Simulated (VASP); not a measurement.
VASP ran on this input.

### INCAR
```
SYSTEM = MgO
PREC = Accurate
ENCUT = 520
EDIFF = 1E-6
NELM = 100
ALGO = Normal
LREAL = .FALSE.
LASPH = .TRUE.
ISMEAR = 0
SIGMA = 0.05
GGA = PE
LWAVE = .FALSE.
LCHARG = .FALSE.
ISIF = 2
NBANDS = 3
```

POSCAR:
```
MgO
1
    0.0000000000     2.1471000000     2.1471000000
    2.1471000000     0.0000000000     2.1471000000
    2.1471000000     2.1471000000     0.0000000000
Mg O
1 1
Direct
  0.0000000000   0.0000000000   0.0000000000
  0.5000000000   0.5000000000   0.5000000000
```

KPOINTS:
```
Automatic mesh
0
Gamma
8 8 8
0 0 0
```

POTCAR, in this order: Mg O (PBE.64 set). Program: vasp_std.

### Question
Does this input run properly? What does VASP do?

### Answer
There is a fault: NBANDS is too small to hold all electrons. VASP stops with an error: The number of bands is not sufficient to hold all electrons. I am sorry, but this calculation does not make sense. If you want to calculate only selected states, you need to set either EFERMI or EREF. EREF specifies around which energy states are supposed to be calculated. I found NBANDS = 3, NELECT = 8. ----> I REFUSE TO CONTINUE WITH THIS SICK JOB ... BYE!!! <----

### standard output
```
 POSCAR found type information on POSCAR MgO
 POSCAR found :  2 types and       2 ions
 Reading from existing POTCAR
 Reading from existing POTCAR
 LDA part: xc-table for (Slater+PW92), standard interpolation

 -----------------------------------------------------------------------------
|                                                                             |
|     EEEEEEE  RRRRRR   RRRRRR   OOOOOOO  RRRRRR      ###     ###     ###     |
|     E        R     R  R     R  O     O  R     R     ###     ###     ###     |
|     E        R     R  R     R  O     O  R     R     ###     ###     ###     |
|     EEEEE    RRRRRR   RRRRRR   O     O  RRRRRR       #       #       #      |
|     E        R   R    R   R    O     O  R   R                               |
|     E        R    R   R    R   O     O  R    R      ###     ###     ###     |
|     EEEEEEE  R     R  R     R  OOOOOOO  R     R     ###     ###     ###     |
|                                                                             |
|     The number of bands is not sufficient to hold all electrons. I am       |
|     sorry, but this calculation does not make sense. If you want to         |
|     calculate only selected states, you need to set either EFERMI or        |
|     EREF. EREF specifies around which energy states are supposed to be      |
|     calculated.                                                             |
|     I found NBANDS = 3, NELECT = 8.                                         |
|                                                                             |
|       ---->  I REFUSE TO CONTINUE WITH THIS SICK JOB ... BYE!!! <----       |
|                                                                             |
 -----------------------------------------------------------------------------
```

To mend it, remove NBANDS.

The mended run (PBE GGA, plane waves, VASP's PBE PAW potentials (set 64)) converges, and its OSZICAR ends with
```
   1 F= -.11902734E+02 E0= -.11902734E+02  d E =-.971588E-21
```

The compound is MgO in the rock salt structure. The cell was not relaxed at this level.
